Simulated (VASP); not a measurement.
Crystal: HfB4.

```
Hf B
1.0
     3.13811    0.00000    0.00000
    -1.56906    2.71769    0.00000
     0.00000    0.00000    6.29934
Hf B
1 4
Direct
  0.00000 0.00000 0.00000
  0.33333 0.66667 0.74288
  0.66667 0.33333 0.74288
  0.33333 0.66667 0.25712
  0.66667 0.33333 0.25712
```

The cell was built by a generator and needn't be a form met in nature.

The cell isn't the ideal one: sheets of the MB2-sandwich type stacked, one a cell (P6/mmm, No. 191).

| Item | Value |
| --- | --- |
| Program | VASP 6.6.1 |
| Task | relaxation of cell and atoms |
| Functional | PBE |
| Dispersion | D3(BJ) |
| Potentials or basis | VASP PAW PBE potentials, release 64 (Hf_pv, B) |
| Cutoff | 600 eV |
| k mesh | 6 × 6 × 4 |
| Occupations | gaussian, width 0.1 eV |
| Spin | no spin polarisation |

At the start: pressure -5.7 GPa; volume 10.74 Å³/atom.

Question: How do energy, volume and symmetry change on relaxing?

Answer: Over 22 steps the energy falls by 361.5 meV/atom and the volume is 8.74 Å³/atom (-18.6 %); space group P6/mmm (No. 191, to 0.05 Å).

Step by step:
```csv
step,energy change (eV),largest force (eV/Å),pressure (GPa),volume (Å³)
1,0.0000,0.6909,-5.71,53.72
2,-0.1588,0.9399,1.81,50.80
3,-0.2233,1.3616,13.49,47.27
4,-0.2639,1.3954,13.87,46.96
5,-0.3928,1.5000,15.20,46.03
6,-0.6743,1.7119,18.57,44.19
7,-1.1109,1.5795,30.82,40.60
8,2.5878,7.2763,112.12,33.78
9,-0.9192,1.8939,35.76,40.31
10,-0.7046,0.7981,58.57,36.99
11,-0.9177,1.8620,40.80,39.44
12,-1.1576,1.5775,37.33,39.37
13,-1.3602,0.1307,33.52,39.23
14,-1.5127,0.2020,26.39,40.03
15,-1.7685,0.2935,8.34,42.48
16,-1.7962,0.3026,1.81,43.57
17,-1.7965,0.3028,1.05,43.71
18,-1.7998,0.2562,0.79,43.73
19,-1.8057,0.1131,0.05,43.79
20,-1.8064,0.0406,-0.32,43.82
21,-1.8069,0.0278,-0.18,43.80
22,-1.8075,0.0041,0.14,43.72
```

Final structure:
```
CELL_PARAMETERS angstrom
3.09087 0.00000 0.00000
-1.54543 2.67677 0.00000
0.00000 0.00000 5.28489
ATOMIC_POSITIONS crystal
Hf 0.00000 0.00000 0.00000
B 0.33333 0.66667 0.68048
B 0.66667 0.33333 0.68048
B 0.33333 0.66667 0.31952
B 0.66667 0.33333 0.31952
```

Caveat: the k mesh is coarse (spacing up to 0.39 Å⁻¹), so the values aren't converged; the volume moved by over 15 % at a fixed basis, so the end points are rough.
